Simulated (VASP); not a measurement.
# TePt with r2SCAN + rVV10: from relaxation to properties, part 2 of 7

Aim: relax TePt with r2SCAN + rVV10, compute its properties on that cell and hold them against experiment. The start is a cell from a database of measured crystal structures.

VASP 6.6.1; r2SCAN with rVV10; plane waves and PAW (Te, Pt).

So far: Starting point; Relaxing cell and atoms (r2SCAN + rVV10).

The database entry behind the starting cell differs from later determinations by our own check (c about 0.8 % long), so it need not match the best structure at ambient conditions.

### 2. Relaxing cell and atoms (r2SCAN + rVV10) (continued)

OUTCAR, selected parts (step 2):

```text
ion  position               nearest neighbor table
   1  0.196  0.098  0.294-   3 2.60   3 2.60   3 2.60   4 3.53   4 3.53   4 3.53   2 3.57   2 3.57
                             2 3.57
   2  0.804  0.902  0.706-   4 2.60   4 2.60   4 2.60   3 3.53   3 3.53   3 3.53   1 3.57   1 3.57
                             1 3.57
   3  0.740  0.370  0.110-   1 2.60   1 2.60   1 2.60   4 2.72   4 2.72   4 2.72   2 3.53   2 3.53
                             2 3.53
   4  0.260  0.630  0.890-   2 2.60   2 2.60   2 2.60   3 2.72   3 2.72   3 2.72   1 3.53   1 3.53
                             1 3.53

  LATTYP: Found a trigonal (rhomboedric) cell.
 ALAT       =     7.0420680911
 COS(alpha) =     0.8416501308

 Subroutine GETGRP returns: Found 12 space group operations
 (whereof 12 operations were pure point group operations)

The static configuration has the point symmetry D_3d.

 Found     32 irreducible k-points:

   k-points           NKPTS =     32   k-points in BZ     NKDIM =     32   number of bands    NBANDS=     22

   dimension x,y,z NGX =    28 NGY =   28 NGZ =   48
   dimension x,y,z NGXF=    56 NGYF=   56 NGZF=   96

   ENCUT  =  400.0 eV  29.40 Ry    5.42 a.u.   6.46  6.46 11.48*2*pi/ulx,y,z

   NELECT =      32.0000    total number of electrons

 k-points in reciprocal lattice and weights: Automatic mesh
   0.00000000  0.00000000  0.00000000       0.005
   0.16666667  0.00000000  0.00000000       0.028
   0.33333333  0.00000000  0.00000000       0.028
   0.50000000  0.00000000  0.00000000       0.014
   0.00000000  0.16666667 -0.00000000       0.028
   0.16666667  0.16666667 -0.00000000       0.056
   0.33333333  0.16666667  0.00000000       0.056
   0.00000000  0.33333333  0.00000000       0.028
   0.16666667  0.33333333 -0.00000000       0.056
[...]
0.16666667  0.16666667  0.33333333       0.028
   0.00000000  0.00000000  0.50000000       0.005

 average (electrostatic) potential at core
       1 -91.9025       2 -91.9025       3 -71.3492       4 -71.3492

 E-fermi :   8.0171

 k-point     1 :       0.0000    0.0000    0.0000
  band No.  band energies     occupation
    ...
      9       4.8666      2.00000
     10       4.8666      2.00000
     11       5.9161      2.00000
     12       5.9161      2.00000
     13       6.1956      2.00000
     14       8.7533      0.00000
     15       8.7533      0.00000
     16       8.8042      0.00000
     17       9.4478      0.00000
     18      10.9576      0.00000
    ...

 k-point     2 :       0.1667    0.0000    0.0000
  band No.  band energies     occupation
    ...
     10       4.4411      2.00000
     11       5.8628      2.00000
     12       5.9073      2.00000
     13       6.2207      2.00000
     14       6.5873      2.00000
     15       8.9239      0.00000
     16       9.1897      0.00000
     17       9.8003      0.00000
     18       9.9055      0.00000
     19      10.5918      0.00000
    ...

 k-point     3 :       0.3333    0.0000    0.0000
  band No.  band energies     occupation
    ...
     12       5.5354      2.00000
     13       5.7394      2.00000
     14       6.0462      2.00000
     15       7.0021      2.00000
     16       7.5513      2.00000
     17       8.7907      0.00000
     18      10.1961      0.00000
     19      11.5179      0.00000
     20      12.8300      0.00000
     21      13.6203      0.00000
    ...

  Total        0.0096342      0.0096342     -0.0118227      0.0000000      0.0000000      0.0000000
  in kB        0.1671825      0.1671825     -0.2051613      0.0000000      0.0000000      0.0000000
  external PRESSURE =       0.0430679 kB  Pullay stress =       0.0000000 kB

  energy-cutoff  :      400.00
  volume of cell :       92.33
      direct lattice vectors                 reciprocal lattice vectors
    -3.973088820  0.000000000 -0.000000000    -0.251693341 -0.145315218  0.098710313
     1.986544410 -3.440795849  0.000000000    -0.000000000 -0.290630437  0.049355156
     1.986544410  1.146931950  6.753769163    -0.000000000  0.000000000  0.148065469

 POSITION                                       TOTAL-FORCE (eV/Angst)
 -----------------------------------------------------------------------------------
      0.00000      0.00000      1.96914        -0.000000     -0.000000     -0.001672
      0.00000     -2.29386      4.78463         0.000000      0.000000      0.001672
     -1.98654     -1.14693      0.73705        -0.000000      0.000000      0.003632
      1.98654     -1.14693      6.01672         0.000000     -0.000000     -0.003632
 -----------------------------------------------------------------------------------
    total drift:                               -0.000000      0.000000      0.000000

  FREE ENERGIE OF THE ION-ELECTRON SYSTEM (eV)
  ---------------------------------------------------
  free  energy   TOTEN  =      -154.6986435519 eV

  energy  without entropy=     -154.6935523313  energy(sigma->0) =     -154.69609794

 reached required accuracy - stopping structural energy minimisation

 total charge
# of ion       s       p       d       tot
------------------------------------------
    1        1.395   1.875   0.087   3.357
    2        1.395   1.875   0.087   3.357
    3        0.682   0.584   8.124   9.390
    4        0.682   0.584   8.124   9.390
--------------------------------------------------
tot          4.154   4.918  16.423  25.495

[... 3 further parts left out ...]
```

CONTCAR:

```
TePt
   1.00000000000000
    -3.9730888196929399    0.0000000000000000   -0.0000000000000000
     1.9865444098464700   -3.4407958493483033    0.0000000000000000
     1.9865444098464700    1.1469319497827679    6.7537691630218708
  Te              Pt
     2     2
Direct
     0.1943745804451636    0.0971872902225818    0.2915618706677454
     0.8056254195548362    0.9028127097774183    0.7084381293322546
     0.7394207909445497    0.3697103954722713    0.1091311864168213
     0.2605792090554500    0.6302896045277286    0.8908688135831789
```

The k-mesh is coarse for a metal. The PAW data sets were made with PBE, which is usual practice but a small mismatch for other functionals. The run keeps the 12 symmetry operations of its start, so it cannot find a distortion of lower symmetry.

Step by step:

```csv
step,energy less that of the first step (eV),largest force (eV/Å),pressure (GPa),volume (Å³)
1,0.0000,0.0679,1.59,90.58
2,0.0121,0.3314,-2.65,93.56
3,-0.0051,0.0776,0.03,91.61
4,-0.0060,0.0598,0.03,91.75
5,-0.0069,0.0487,0.04,92.01
6,-0.0060,0.1163,0.04,92.52
7,-0.0070,0.0682,0.02,92.14
8,-0.0074,0.0161,-0.02,92.29
9,-0.0074,0.0182,-0.06,92.34
10,-0.0073,0.0152,0.20,92.20
11,-0.0074,0.0044,0.05,92.28
12,-0.0074,0.0059,0.04,92.29
13,-0.0074,0.0036,0.00,92.33
```

```csv
"conventional cell, symmetrised",before,after,change
a (Å),3.963,3.973,+0.3 %
b (Å),3.963,3.973,+0.3 %
c (Å),19.980,20.261,+1.4 %
volume (Å³/atom),22.65,23.08,+1.9 %
```

The atoms that moved most (Å, as changes of fractional coordinates times the final cell):

```csv
atom,dx,dy,dz,length
Te2,0.000,0.000,0.016,0.016
Te1,0.000,0.000,-0.016,0.016
Pt3,0.000,0.000,-0.006,0.006
Pt4,0.000,0.000,0.006,0.006
```

The relaxed structure:

```xyz
4
Lattice="-3.9731 0.0000 0.0000 1.9865 -3.4408 0.0000 1.9865 1.1469 6.7538" Properties=species:S:1:pos:R:3 pbc="T T T"
Te    0.0000    0.0000    1.9691
Te    0.0000   -2.2939    4.7846
Pt   -1.9865   -1.1469    0.7370
Pt    1.9865   -1.1469    6.0167
```

Numbers from this step:

* electrons: 32
* bands: 22
* irreducible k points: 32
* symmetry operations: 12
* free energy (TOTEN): -154.6986 eV
* energy at zero smearing: -154.6961 eV
* Fermi energy: 8.017 eV
* pressure: 0.004307 GPa
* metallic: yes
* SCF cycles over all ionic steps: 93

It ends with a largest force of 0.004 eV/Å and a pressure of 0.00 GPa. The volume lies +1.9 % from that of the database's start.

### 3. Second relaxation

A relaxation keeps the plane waves of the cell it began with, so it is repeated from the new cell, on a basis made for it.

INCAR

```
SYSTEM = TePt
PREC = Accurate
ENCUT = 400
EDIFF = 1E-06
NELM = 100
ISMEAR = 0
SIGMA = 0.05
LREAL = .FALSE.
ALGO = Normal
METAGGA = R2SCAN
LUSE_VDW = .TRUE.
IVDW_NL = 2
BPARAM = 11.95
CPARAM = 0.0093
LASPH = .TRUE.
NBANDS = 22
LORBIT = 11
LWAVE = .FALSE.
LCHARG = .FALSE.
KPAR = 4
IBRION = 2
NSW = 60
ISIF = 3
EDIFFG = -0.01
```

POSCAR

```
TePt
1.0
   -3.9730888197      0.0000000000      0.0000000000
    1.9865444098     -3.4407958493      0.0000000000
    1.9865444098      1.1469319498      6.7537691630
Te Pt
2 2
Direct
    0.1943745804      0.0971872902      0.2915618707
    0.8056254196      0.9028127098      0.7084381293
    0.7394207909      0.3697103955      0.1091311864
    0.2605792091      0.6302896045      0.8908688136
```

KPOINTS

```
Automatic mesh
0
Gamma
6 6 6
0 0 0
```

Potentials, in the order of the species: Te and Pt (PBE family, release 64).

Launch:

```
> mpirun -np 4 vasp_std
```

Log:

```text
[banner, memory and clock lines left out]
running    4 mpi-ranks, on    1 nodes
 distrk:  each k-point on    1 cores,    4 groups
 distr:  one band on    1 cores,    1 groups

 POSCAR found type information on POSCAR TePt
 POSCAR found :  2 types and       4 ions
 [... a notice as in an earlier step ...]

 [... a notice as in an earlier step ...]

 LDA part: xc-table for (None), standard interpolation
 POSCAR, INCAR and KPOINTS ok, starting setup
 FFT: planning ... GRIDC
 FFT: planning ... GRID_SOFT
 FFT: planning ... GRID
 WAVECAR not read
 entering main loop
       N       E                     dE             d eps       ncg     rms          rms(c)
Total rVV10 correction in eV:      0.7033702    43.2549020
Total rVV10 correction in eV:      0.7033702    43.2549020
Total rVV10 correction in eV:      0.7033702    43.2549020
Total rVV10 correction in eV:      0.7033702    43.2549020
DAV:   1     0.650034224301E+01    0.65003E+01   -0.12464E+04  1408   0.107E+03
DAV:   2    -0.156747039522E+03   -0.16325E+03   -0.15251E+03  1762   0.220E+02
DAV:   3    -0.163190867859E+03   -0.64438E+01   -0.63385E+01  1726   0.442E+01
DAV:   4    -0.163274389105E+03   -0.83521E-01   -0.83486E-01  1626   0.572E+00
DAV:   5    -0.163275952083E+03   -0.15630E-02   -0.15629E-02  1738   0.757E-01    0.157E+01
Total rVV10 correction in eV:      0.6803544    43.2549019
Total rVV10 correction in eV:      0.6803544    43.2549019
Total rVV10 correction in eV:      0.6803544    43.2549019
Total rVV10 correction in eV:      0.6803544    43.2549019
DAV:   6    -0.154833628926E+03    0.84423E+01   -0.54426E+00  1582   0.187E+01    0.960E+00
Total rVV10 correction in eV:      0.6834880    43.2549019
Total rVV10 correction in eV:      0.6834880    43.2549019
Total rVV10 correction in eV:      0.6834880    43.2549019
Total rVV10 correction in eV:      0.6834880    43.2549019
DAV:   7    -0.154707273691E+03    0.12636E+00   -0.74400E-01  1462   0.852E+00    0.428E+00
Total rVV10 correction in eV:      0.6817094    43.2549019
Total rVV10 correction in eV:      0.6817094    43.2549019
Total rVV10 correction in eV:      0.6817094    43.2549019
Total rVV10 correction in eV:      0.6817094    43.2549019
DAV:   8    -0.154706231260E+03    0.10424E-02   -0.10504E-01  1558   0.232E+00    0.128E+00
Total rVV10 correction in eV:      0.6814520    43.2549019
Total rVV10 correction in eV:      0.6814520    43.2549019
Total rVV10 correction in eV:      0.6814520    43.2549019
Total rVV10 correction in eV:      0.6814520    43.2549019
DAV:   9    -0.154698584885E+03    0.76464E-02   -0.32568E-02  1552   0.160E+00    0.289E-01
Total rVV10 correction in eV:      0.6818967    43.2549019
Total rVV10 correction in eV:      0.6818967    43.2549019
Total rVV10 correction in eV:      0.6818967    43.2549019
Total rVV10 correction in eV:      0.6818967    43.2549019
DAV:  10    -0.154699541322E+03   -0.95644E-03   -0.48769E-03  1648   0.386E-01    0.274E-01
Total rVV10 correction in eV:      0.6819685    43.2549019
Total rVV10 correction in eV:      0.6819685    43.2549019
Total rVV10 correction in eV:      0.6819685    43.2549019
Total rVV10 correction in eV:      0.6819685    43.2549019
DAV:  11    -0.154699643053E+03   -0.10173E-03   -0.12378E-04  1630   0.857E-02    0.124E-01
Total rVV10 correction in eV:      0.6820828    43.2549019
Total rVV10 correction in eV:      0.6820828    43.2549019
Total rVV10 correction in eV:      0.6820828    43.2549019
Total rVV10 correction in eV:      0.6820828    43.2549019
DAV:  12    -0.154699547705E+03    0.95347E-04   -0.21461E-04  1564   0.131E-01    0.255E-02
Total rVV10 correction in eV:      0.6821170    43.2549019
Total rVV10 correction in eV:      0.6821170    43.2549019
Total rVV10 correction in eV:      0.6821170    43.2549019
Total rVV10 correction in eV:      0.6821170    43.2549019
DAV:  13    -0.154699552868E+03   -0.51631E-05   -0.20184E-05  1660   0.256E-02    0.219E-02
Total rVV10 correction in eV:      0.6821345    43.2549019
Total rVV10 correction in eV:      0.6821345    43.2549019
Total rVV10 correction in eV:      0.6821345    43.2549019
Total rVV10 correction in eV:      0.6821345    43.2549019
DAV:  14    -0.154699553806E+03   -0.93745E-06   -0.60024E-07   998   0.471E-03
Total rVV10 correction in eV:      0.6821609    43.2549019
Total rVV10 correction in eV:      0.6821609    43.2549019
Total rVV10 correction in eV:      0.6821609    43.2549019
Total rVV10 correction in eV:      0.6821609    43.2549019
Total rVV10 correction in eV:      0.6821540    43.2549019
Total rVV10 correction in eV:      0.6821540    43.2549019
Total rVV10 correction in eV:      0.6821540    43.2549019
Total rVV10 correction in eV:      0.6821540    43.2549019
   1 F= -.15469955E+03 E0= -.15469701E+03  d E =-.154700E+03
 curvature:   0.00 expect dE= 0.000E+00 dE for cont linesearch  0.000E+00
 trial: gam= 0.00000 g(F)=  0.483E-06 g(S)=  0.949E-05 ort = 0.000E+00 (trialstep = 0.100E+01)
 search vector abs. value=  0.997E-05
 reached required accuracy - stopping structural energy minimisation
```

It took 91 s on 4 MPI ranks of Intel Xeon Platinum 8375C at 2.90GHz (Ice Lake), shared host; peak memory 1.4 GiB.

Parts of OUTCAR (step 3):

```text
  LATTYP: Found a trigonal (rhomboedric) cell.
 ALAT       =     7.1326859945
 COS(alpha) =     0.8448612308

The static configuration has the point symmetry D_3d.

 Found     32 irreducible k-points:

   ENCUT  =  400.0 eV  29.40 Ry    5.42 a.u.   6.48  6.48 11.63*2*pi/ulx,y,z

   NELECT =      32.0000    total number of electrons

 E-fermi :   8.0169

 k-point     1 :       0.0000    0.0000    0.0000
  band No.  band energies     occupation
    ...
      9       4.8664      2.00000
     10       4.8664      2.00000
     11       5.9158      2.00000
     12       5.9158      2.00000
     13       6.1955      2.00000
     14       8.7531      0.00000
     15       8.7531      0.00000
     16       8.8042      0.00000
     17       9.4477      0.00000
     18      10.9573      0.00000
    ...

 k-point     2 :       0.1667    0.0000    0.0000
  band No.  band energies     occupation
    ...
     10       4.4409      2.00000
     11       5.8625      2.00000
     12       5.9070      2.00000
     13       6.2207      2.00000
     14       6.5872      2.00000
     15       8.9236      0.00000
     16       9.1896      0.00000
     17       9.8001      0.00000
     18       9.9052      0.00000
     19      10.5917      0.00000
    ...

  Total        0.0161572      0.0161572      0.0162641      0.0000000      0.0000000     -0.0000000
  in kB        0.2803780      0.2803780      0.2822322      0.0000000      0.0000000     -0.0000000
  external PRESSURE =       0.2809960 kB  Pullay stress =       0.0000000 kB

  energy-cutoff  :      400.00
  volume of cell :       92.33
      direct lattice vectors                 reciprocal lattice vectors
    -3.973088820  0.000000000  0.000000000    -0.251693341 -0.145315218  0.098710313
     1.986544410 -3.440795849  0.000000000     0.000000000 -0.290630437  0.049355156
     1.986544410  1.146931950  6.753769163     0.000000000  0.000000000  0.148065469

 POSITION                                       TOTAL-FORCE (eV/Angst)
 -----------------------------------------------------------------------------------
      0.00000      0.00000      1.96914         0.000000     -0.000000     -0.001096
     -0.00000     -2.29386      4.78463        -0.000000      0.000000      0.001096
     -1.98654     -1.14693      0.73705        -0.000000      0.000000      0.001951
      1.98654     -1.14693      6.01672         0.000000     -0.000000     -0.001951
 -----------------------------------------------------------------------------------
    total drift:                               -0.000000      0.000000     -0.000000

  FREE ENERGIE OF THE ION-ELECTRON SYSTEM (eV)
  ---------------------------------------------------
  free  energy   TOTEN  =      -154.6995538058 eV

  energy  without entropy=     -154.6944625678  energy(sigma->0) =     -154.69700819

[... 5 parts as in an earlier step ...]

[... 7 further parts left out ...]
```

Little changed from the start: no atom moved by 0.005 Å and no cell edge by 0.1 %.

Numbers from this step:

| Property | Result |
| --- | --- |
| free energy (TOTEN) | -154.6996 eV |
| energy at zero smearing | -154.6970 eV |
| pressure | 0.02810 GPa |
| SCF cycles over all ionic steps | 14 |

It ends with a largest force of 0.002 eV/Å and a pressure of 0.03 GPa. The volume moved by under 0.01 %: the run met its threshold at the first step.

[end of part 2 of 7]

[Lines on the potential files, build, host, timing and source positions are cut from VASP's logs without a mark.]

[Logs are printed without paths, hosts, clocks, repeated set-up lines and the standing remarks that a program may print on its own settings, such as how far it seeks lower states.]

[Hosts, paths, dates, database ids (printed as entryN), source tags and the programs' standing remarks are cut or masked in the printed files.]

[A measured line is paired with the nearest computed mode of its activity, which favours agreement.]
